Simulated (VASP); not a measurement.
# TiMoSe4 (F-43m) in VASP: further runs

Runs on TiMoSe4. Level: PBE. Tasks: relaxation of cell and atoms.

Program: VASP 6.6.1. These are calculated values, not measurements. Logs are shortened: lines on timing, memory, paths and dates and some standing lists are left out, and cuts for length are marked.

### Step 1. The crystal as given

It takes space group F-43m (No. 216, cubic). The conventional cell has a = 8.189 Å, b = 8.189 Å, c = 8.189 Å, α = 90.00°, β = 90.00°, γ = 90.00°. Ti (site symmetry -43m) has 12 Se at 3.40 Å and 4 Mo at 3.55 Å as nearest neighbours. Mo (site symmetry -43m) is surrounded by 12 Se at 3.39 Å and 4 Ti at 3.55 Å. Around Se (site symmetry 3m) lie 6 Se at 2.88 to 2.91 Å.

The cell was built by a generator and needn't be a form met in nature.

### Step 2. Relaxation of cell and atoms, PBE

Contents of INCAR:

```
SYSTEM = TiMoSe4
PREC = Normal ; ENCUT = 520
EDIFF = 1E-4 ; ISMEAR = 0
SIGMA = 0.15 ; LREAL = .False.
LASPH = .True. ; NELM = 60
ALGO = Fast ; ISIF = 3
LWAVE = .False. ; LCHARG = .False.
GGA = PE ; IBRION = 2
NSW = 24 ; EDIFFG = -0.08
```

Contents of KPOINTS:

```
Automatic mesh
0
Gamma
  3 3 3
  0 0 0
```

Contents of POSCAR:

```
TiMoSe4
1.0
    0.0000000000      4.0944979800      4.0944979800
    4.0944979800      0.0000000000      4.0944979800
    4.0944979800      4.0944979800      0.0000000000
Ti Mo Se
1 1 4
Direct
    0.0000000000      0.0000000000      0.0000000000
    0.2500000000      0.2500000000      0.2500000000
    0.6242774100      0.6242774100      0.1271677600
    0.6242774100      0.1271677600      0.6242774100
    0.1271677600      0.6242774100      0.6242774100
    0.6242774100      0.6242774100      0.6242774100
```

Potentials or basis: VASP PAW PBE potentials, release 64 (Ti_sv, Mo_sv, Se).

Run with:

```sh
$ cat potpaw_PBE.64/Ti_sv/POTCAR potpaw_PBE.64/Mo_sv/POTCAR potpaw_PBE.64/Se/POTCAR > POTCAR
$ mpirun -np 1 vasp_std > vasp.out
```

OUTCAR:

```text
SYSTEM = TiMoSe4
   PREC = Normal
   ENCUT = 520
   EDIFF = 1E-4
   ISMEAR = 0
   LREAL = .False.
   LASPH = .True.
   NELM = 60
   ISIF = 3
   GGA = PE
   IBRION = 2
   NSW = 24
   EDIFFG = -0.08

 ion  position               nearest neighbor table
   1  0.000  0.000  0.000-
   2  0.250  0.250  0.250-
   3  0.624  0.624  0.127-
   4  0.624  0.127  0.624-
   5  0.127  0.624  0.624-
   6  0.624  0.624  0.624-

  LATTYP: Found a face centered cubic cell.
 ALAT       =     8.1889959600

  Lattice vectors:

 A1 = (   0.0000000000,   4.0944979800,   4.0944979800)
 A2 = (   4.0944979800,   0.0000000000,   4.0944979800)
 A3 = (   4.0944979800,   4.0944979800,   0.0000000000)

Analysis of symmetry for initial positions (statically):
=====================================================================
 Subroutine PRICEL returns:
 Original cell was already a primitive cell.

 Routine SETGRP: Setting up the symmetry group for a
 face centered cubic supercell.

 Subroutine GETGRP returns: Found 24 space group operations
 (whereof 24 operations were pure point group operations)
 out of a pool of 48 trial point group operations.

The static configuration has the point symmetry T_d .

Analysis of symmetry for dynamics (positions and initial velocities):
=====================================================================
 Subroutine PRICEL returns:
 Original cell was already a primitive cell.

 Routine SETGRP: Setting up the symmetry group for a
 face centered cubic supercell.

 Subroutine GETGRP returns: Found 24 space group operations
 (whereof 24 operations were pure point group operations)
 out of a pool of 48 trial point group operations.

The dynamic configuration has the point symmetry T_d .

 Subroutine INISYM returns: Found 24 space group operations
 (whereof 24 operations are pure point group operations),
 and found     1 'primitive' translations

----------------------------------------------------------------------------------------

                                     Primitive cell

  volume of cell :     137.2878

  direct lattice vectors                    reciprocal lattice vectors
     0.000000000  4.094497980  4.094497980    -0.122115093  0.122115093  0.122115093
     4.094497980  0.000000000  4.094497980     0.122115093 -0.122115093  0.122115093
     4.094497980  4.094497980  0.000000000     0.122115093  0.122115093 -0.122115093

  length of vectors
     5.790494574  5.790494574  5.790494574     0.211509545  0.211509545  0.211509545

  position of ions in fractional coordinates (direct lattice)
     0.000000000  0.000000000  0.000000000
     0.250000000  0.250000000  0.250000000
     0.624277410  0.624277410  0.127167760
     0.624277410  0.127167760  0.624277410
     0.127167760  0.624277410  0.624277410
     0.624277410  0.624277410  0.624277410

  ion indices of the primitive-cell ions
   primitive index   ion index
                 1           1
                 2           2
                 3           3
                 4           4
                 5           5
                 6           6

----------------------------------------------------------------------------------------

 KPOINTS: Automatic mesh

Automatic generation of k-mesh.
 Grid dimensions read from file:
 generate k-points for:    3    3    3

 Generating k-lattice:

  Cartesian coordinates                     Fractional coordinates (reciprocal lattice)
    -0.040705031  0.040705031  0.040705031     0.333333333  0.000000000  0.000000000
     0.040705031 -0.040705031  0.040705031     0.000000000  0.333333333  0.000000000
     0.040705031  0.040705031 -0.040705031     0.000000000  0.000000000  0.333333333

  Length of vectors
     0.070503182  0.070503182  0.070503182

  Shift w.r.t. Gamma in fractional coordinates (k-lattice)
     0.000000000  0.000000000  0.000000000

 Subroutine IBZKPT returns following result:
 ===========================================

 Found      4 irreducible k-points:

 Following reciprocal coordinates:
            Coordinates               Weight
  0.000000  0.000000  0.000000      1.000000
  0.333333  0.000000  0.000000      8.000000
  0.333333  0.333333  0.000000      6.000000
 -0.333333  0.333333  0.000000     12.000000
   k-points           NKPTS =      4   k-points in BZ     NKDIM =      4   number of bands    NBANDS=     30
   number of dos      NEDOS =    301   number of ions     NIONS =      6
   total plane-waves  NPLWV =  32768
   dimension x,y,z NGX =    32 NGY =   32 NGZ =   32
   dimension x,y,z NGXF=    64 NGYF=   64 NGZF=   64
   ions per type =               1   1   4
   NGX,Y,Z   is equivalent  to a cutoff of   9.19,  9.19,  9.19 a.u.
   NGXF,Y,Z  is equivalent  to a cutoff of  18.37, 18.37, 18.37 a.u.
 SYSTEM =  TiMoSe4
   PREC   = normal    normal or accurate (medium, high low for compatibility)
   ISTART =      0    job   : 0-new  1-cont  2-samecut
   ICHARG =      2    charge: 1-file 2-atom 10-const
   ISPIN  =      1    spin polarized calculation?
   LNONCOLLINEAR =      F non collinear calculations
   LSORBIT =      F    spin-orbit coupling
   LASPH  =      T    aspherical Exc in radial PAW
   ENCUT  =  520.0 eV  38.22 Ry    6.18 a.u.  10.77 10.77 10.77*2*pi/ulx,y,z
   NELM   =     60;   NELMIN=  2; NELMDL= -5     # of ELM steps
   EDIFF  = 0.1E-03   stopping-criterion for ELM
   LREAL  =      F    real-space projection
   EDIFFG = -.8E-01   stopping-criterion for IOM
   NSW    =     24    number of steps for IOM
   IBRION =      2    ionic relax: 0-MD 1-quasi-New 2-CG
   NFREE  =      1    steps in history (QN), initial steepest desc. (CG)
   ISIF   =      3    stress and relaxation
   ISYM   =      2    0-nonsym 1-usesym 2-fastsym
   POTIM  = 0.5000    time-step for ionic-motion
   TEBEG  =    0.0;   TEEND  =   0.0 temperature during run
   PSTRESS=    0.0 pullay stress
   NELECT =      50.0000    total number of electrons
   NUPDOWN=      -1.0000    fix difference up-down
   EMIN   =  10.00;   EMAX   =-10.00  energy-range for DOS
   EFERMI =   0.00;   METHOD = LEGACY
   ISMEAR =     0;   SIGMA  =   0.15  broadening in eV -4-tet -1-fermi 0-gaus
   EFERMI_NEDOS =   21; number of points for ismear=-14 and -15
   IALGO  =     68    algorithm
   IMIX   =      4    mixing-type and parameters
     AMIX     =   0.40;   BMIX     =  1.00
     AMIX_MAG =   1.60;   BMIX_MAG =  1.00
  volume/ion in A,a.u.               =      22.88       154.41
  Fermi-wavevector in a.u.,A,eV,Ry     =   1.169107  2.209291 18.596587  1.366811
  Thomas-Fermi vector in A             =   2.305584
   LORBIT       =      0    0 simple, 1 ext, 2 COOP (PROOUT), +10 PAW based schemes
   GGA     = PE    functional components
   LHFCALC =     F    Hartree Fock is set to
   AEXX    =    0.0000 exact exchange contribution
   IVDW    =     0    specifies the selected vdW correction
   LEPSILON=     F    determine dielectric tensor
   LRPA    =     F    only Hartree local field effects (RPA)
 conjugate gradient relaxation of ions
 non-spin polarized calculation
 RMM-DIIS sequential band-by-band and
 Gauss-broadening in eV      SIGMA  =   0.15
  energy-cutoff  :      520.00
  volume of cell :      137.29
 maximum number of plane-waves:      3717
   NGX = 21   NGY = 21   NGZ = 21

--------------------------------------- Ionic step        1  -------------------------------------------

 number of electron      50.0000026 magnetization

 Free energy of the ion-electron system (eV)
  ---------------------------------------------------
  ext. energy  EPLUGINS =         0.00000000
  ---------------------------------------------------
  free energy    TOTEN  =       -26.18340309 eV

  energy without entropy =      -26.08429685  energy(sigma->0) =      -26.13384997

------------------------ aborting loop because EDIFF is reached ----------------------------------------

  FORCE on cell =-STRESS in cart. coord.  units (eV):
  Direction    XX          YY          ZZ          XY          YZ          ZX
  --------------------------------------------------------------------------------------
  -------------------------------------------------------------------------------------
  Total       -8.1410975     -8.1410975     -8.1410975      0.0000000      0.0000000      0.0000000
  in kB      -95.0083030    -95.0083030    -95.0083030      0.0000000      0.0000000      0.0000000
  external PRESSURE =     -95.0083030 kB  Pullay stress =       0.0000000 kB

 VOLUME and BASIS-vectors are now :
 -----------------------------------------------------------------------------
  energy-cutoff  :      520.00
  volume of cell :      137.29
      direct lattice vectors                 reciprocal lattice vectors
     0.000000000  4.094497980  4.094497980    -0.122115093  0.122115093  0.122115093
     4.094497980  0.000000000  4.094497980     0.122115093 -0.122115093  0.122115093
     4.094497980  4.094497980  0.000000000     0.122115093  0.122115093 -0.122115093

 POSITION                                       TOTAL-FORCE (eV/Angst)
 -----------------------------------------------------------------------------------
      0.00000      0.00000      0.00000        -0.000000      0.000000     -0.000000
      2.04725      2.04725      2.04725        -0.000000      0.000000      0.000000
      3.07679      3.07679      5.11221        -0.076392     -0.076392      0.076392
      3.07679      5.11221      3.07679        -0.076392      0.076392     -0.076392
      5.11221      3.07679      3.07679         0.076392     -0.076392     -0.076392
      5.11221      5.11221      5.11221         0.076392      0.076392      0.076392
 -----------------------------------------------------------------------------------
    total drift:                                0.000025      0.000025      0.000025
[... 110 lines left out ...]
 POSITION                                       TOTAL-FORCE (eV/Angst)
 -----------------------------------------------------------------------------------
      3.85513      0.00000      3.85513         0.000000      0.000000      0.000000
      1.92756      1.92756      1.92756         0.000000      0.000000      0.000000
      2.89384      2.89384      4.81641        -0.110186     -0.110186      0.110186
      2.89384      4.81641      2.89384        -0.110186      0.110186     -0.110186
      4.81641      2.89384      2.89384         0.110186     -0.110186     -0.110186
      4.81641      4.81641      4.81641         0.110186      0.110186      0.110186
 -----------------------------------------------------------------------------------
    total drift:                                0.000022      0.000022      0.000024

  FREE ENERGIE OF THE ION-ELECTRON SYSTEM (eV)
  ---------------------------------------------------
  free  energy   TOTEN  =       -26.9874775621 eV

  energy  without entropy=      -26.8981967509  energy(sigma->0) =      -26.94283716

--------------------------------------- Ionic step        5  -------------------------------------------

 number of electron      49.9999997 magnetization

 Free energy of the ion-electron system (eV)
  ---------------------------------------------------
  ext. energy  EPLUGINS =         0.00000000
  ---------------------------------------------------
  free energy    TOTEN  =       -26.99051538 eV

  energy without entropy =      -26.90147064  energy(sigma->0) =      -26.94599301

 E-fermi :   7.5335     XC(G=0): -11.0573

 val. band max:        7.4658979663   @ k =   0.3333   0.0000   0.0000
 cond. band min:       7.5789872887   @ k =   0.3333   0.0000   0.0000
 fundamental gap:      0.1130893224
 Fermi energy:         7.5334976369

 k-point     1 :       0.0000    0.0000    0.0000
  band No.  band energies     occupation
      1     -53.6393      2.00000
      2     -50.2214      2.00000
      3     -27.6974      2.00000
      4     -27.6974      2.00000
      5     -27.6974      2.00000
      6     -26.4619      2.00000
[... 22 lines left out ...]
     29       9.0634      0.00000
     30       9.0635      0.00000
[... 110 lines left out ...]
 VOLUME and BASIS-vectors are now :
 -----------------------------------------------------------------------------
  energy-cutoff  :      520.00
  volume of cell :      115.57
      direct lattice vectors                 reciprocal lattice vectors
    -0.000000000  3.866095020  3.866095020    -0.129329465  0.129329465  0.129329465
     3.866095020 -0.000000000  3.866095020     0.129329465 -0.129329465  0.129329465
     3.866095020  3.866095020  0.000000000     0.129329465  0.129329465 -0.129329465

 POSITION                                       TOTAL-FORCE (eV/Angst)
 -----------------------------------------------------------------------------------
      0.00000      0.00000      0.00000         0.000000      0.000000      0.000000
      1.93305      1.93305      1.93305         0.000000      0.000000      0.000000
      2.89686      2.89686      4.83533         0.024390      0.024390     -0.024390
      2.89686      4.83533      2.89686         0.024390     -0.024390      0.024390
      4.83533      2.89686      2.89686        -0.024390      0.024390      0.024390
      4.83533      4.83533      4.83533        -0.024390     -0.024390     -0.024390
 -----------------------------------------------------------------------------------
    total drift:                                0.000022      0.000022      0.000024

  FREE ENERGIE OF THE ION-ELECTRON SYSTEM (eV)
  ---------------------------------------------------
  free  energy   TOTEN  =       -26.9905153786 eV

  energy  without entropy=      -26.9014706392  energy(sigma->0) =      -26.94599301

 reached required accuracy - stopping structural energy minimisation
```

Run time: 56 s. Hardware: 1 thread of Intel Xeon 6975P-C (Granite Rapids), shared host; peak memory 0.19 GiB.

Results:

```
Free energy                            : -26.9905 eV
Relaxed volume                         : 19.26 Å³/atom
Relaxed cell                           : a = 5.467 Å, b = 5.467 Å, c = 5.467 Å, α = 60.00°, β = 60.00°, γ = 60.00°
Space group after relaxing (to 0.05 Å) : F-43m (No. 216)
Energy gained by relaxing              : 134.5 meV/atom
Ionic steps                            : 5
Pressure after relaxing                : -0.3 GPa
Largest force after relaxing           : 0.042 eV/Å
Band gap on the k mesh                 : none (metal or under the smearing width)
```

Forces in eV/Å, atoms in the order of the input:
```
Ti   0.000  0.000  0.000
Mo   0.000  0.000  0.000
Se   0.024  0.024 -0.024
Se   0.024 -0.024  0.024
Se  -0.024  0.024  0.024
Se  -0.024 -0.024 -0.024
```

The path:
```csv
step,energy change (eV),largest force (eV/Å),pressure (GPa),volume (Å³)
1,0.0000,0.1323,-9.50,137.29
2,-0.7820,0.1973,2.51,112.05
3,-0.8046,0.1893,0.01,115.01
4,-0.8041,0.1908,0.51,114.59
5,-0.8071,0.0422,-0.34,115.57
```

Final structure:
```
Ti Mo Se
1.0
     0.00000    3.86610    3.86610
     3.86610    0.00000    3.86610
     3.86610    3.86610    0.00000
Ti Mo Se
1 1 4
Direct
  0.00000 0.00000 0.00000
  0.25000 0.25000 0.25000
  0.62535 0.62535 0.12395
  0.62535 0.12395 0.62535
  0.12395 0.62535 0.62535
  0.62535 0.62535 0.62535
```

Levels at points of the mesh, in eV from the Fermi level:
```tsv
k point	band 20	band 21	band 22	band 23	band 24	band 25	band 26	band 27	band 28	band 29
(0.00, 0.00, 0.00)	-0.64	-0.64	-0.64	0.64	0.64	1.20	1.20	1.20	1.53	1.53
```

Caveat: the k mesh is coarse (spacing up to 0.44 Å⁻¹), so the values aren't converged; the volume moved by over 15 % at a fixed basis, so the end points are rough; the relaxation stopped at a loose force limit of 0.08 eV/Å, so its end isn't a converged minimum.

### Step 3. Relaxation of cell and atoms, PBE

This run uses another cell than the first one, of 23.39 Å³/atom, 1.022 times its volume.

INCAR is that of step 2.

KPOINTS is that of step 2.

Contents of POSCAR:

```
TiMoSe4
1.0
    0.0000000000      4.1248803500      4.1248803500
    4.1248803500      0.0000000000      4.1248803500
    4.1248803500      4.1248803500      0.0000000000
Ti Mo Se
1 1 4
Direct
    0.2500000000      0.2500000000      0.2500000000
    0.0000000000      0.0000000000      0.0000000000
    0.6244163200      0.6244163200      0.1267510400
    0.6244163200      0.1267510400      0.6244163200
    0.1267510400      0.6244163200      0.6244163200
    0.6244163200      0.6244163200      0.6244163200
```

Potentials or basis: VASP PAW PBE potentials, release 64 (Ti_sv, Mo_sv, Se).

Run with:

```sh
$ cat potpaw_PBE.64/Ti_sv/POTCAR potpaw_PBE.64/Mo_sv/POTCAR potpaw_PBE.64/Se/POTCAR > POTCAR
$ mpirun -np 1 vasp_std > vasp.out
```

Run time: 7.5 min. Hardware: 1 thread of Intel Xeon 6975P-C (Granite Rapids), shared host; peak memory 0.22 GiB.

Results (log left out):

* Free energy: -26.9911 eV
* Relaxed volume: 19.27 Å³/atom
* Relaxed cell: a = 5.469 Å, b = 5.469 Å, c = 5.469 Å, α = 60.00°, β = 60.00°, γ = 60.00°
* Space group after relaxing (to 0.05 Å): F-43m (No. 216)
* Energy gained by relaxing: 1106.2 meV/atom
* Ionic steps: 15
* Pressure after relaxing: -0.3 GPa
* Largest force after relaxing: 0.005 eV/Å
* Band gap on the k mesh: none (metal or under the smearing width)

Forces in eV/Å, atoms in the order of the input:
```
Ti   0.000  0.000  0.000
Mo   0.000  0.000  0.000
Se   0.003  0.003 -0.003
Se   0.003 -0.003  0.003
Se  -0.003  0.003  0.003
Se  -0.003 -0.003 -0.003
```

Step by step:
```
step  energy change (eV)  largest force (eV/Å)  pressure (GPa)  volume (Å³)
   1              0.0000                0.1766           23.97       140.37
   2             42.5234                0.0156           12.16       224.15
   3             27.2627                0.1045           -5.93       660.09
   4              6.8093                0.0122          -16.42       366.20
   5              3.9538                0.0282          -10.25       263.54
   6              2.5770                0.0250          -10.69       243.40
   7              1.8580                0.0355          -11.48       233.64
   8              1.5047                0.0334          -11.64       228.86
   9              1.3271                0.0336          -12.01       226.50
  10             -5.2732                0.0633          -11.63       145.49
  11             -6.6046                0.2113           -2.34       118.79
  12             -6.6288                0.2670            1.09       113.95
  13             -6.6319                0.2440           -0.26       115.72
  14             -6.6367                0.0819           -0.41       115.62
  15             -6.6372                0.0050           -0.34       115.64
```

Final structure:
```xyz
6
Lattice="0.0000 3.8669 3.8669 3.8669 0.0000 3.8669 3.8669 3.8669 0.0000" Properties=species:S:1:pos:R:3 pbc="T T T"
Ti    1.9334    1.9334    1.9334
Mo    0.0000    0.0000    0.0000
Se    2.9020    2.9020    4.8317
Se    2.9020    4.8317    2.9020
Se    4.8317    2.9020    2.9020
Se    4.8317    4.8317    4.8317
```

Levels at points of the mesh, in eV from the Fermi level:
| k point | band 20 | band 21 | band 22 | band 23 | band 24 | band 25 | band 26 | band 27 | band 28 | band 29 |
| --- | --- | --- | --- | --- | --- | --- | --- | --- | --- | --- |
| (0.00, 0.00, 0.00) | -0.64 | -0.64 | -0.64 | 0.64 | 0.64 | 1.20 | 1.20 | 1.20 | 1.40 | 1.53 |

Caveat: the k mesh is coarse (spacing up to 0.44 Å⁻¹), so the values aren't converged; the volume moved by over 15 % at a fixed basis, so the end points are rough; the relaxation stopped at a loose force limit of 0.08 eV/Å, so its end isn't a converged minimum.

[end of part 1 of 2]
